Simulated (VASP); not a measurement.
Consider the following.

```
CELL_PARAMETERS angstrom
      2.95000     0.00000     0.00000
      0.00000     2.95000     0.00000
      0.00000     0.00000     2.95000
ATOMIC_POSITIONS crystal
  Zn 0.50000 0.50000 0.50000
  Cu 0.00000 0.00000 0.00000
```

All values below come from PBE GGA, VASP's PBE PAW potentials (set 64) (plane waves; VASP). Numerical set-up: 400 eV cut-off, 11×11×11 Γ-centred mesh, first-order Methfessel-Paxton smearing of 0.10 eV, potentials Zn Cu.

### Question
The ions, cell shape and volume are relaxed. Give the cell that the relaxation ends in.

### Answer

```
CELL_PARAMETERS angstrom
      2.96056     0.00000     0.00000
      0.00000     2.96056     0.00000
      0.00000     0.00000     2.96056
ATOMIC_POSITIONS crystal
  Zn 0.50000 0.50000 0.50000
  Cu 0.00000 0.00000 0.00000
```
Space group Pm-3m (221), at a tolerance of 0.03 Å.

### Question
How do energy and volume change from the first to the last step?

### Answer
The energy (σ→0) changes by -0.6 meV/atom and the volume by +1.1 %, in 3 ionic steps.

The compound is CuZn in the CsCl type structure. This run relaxes it. Symmetry was kept, so distortions that lower it aren't found. The electron count is odd and the run is not spin-polarised, which forces a metal.
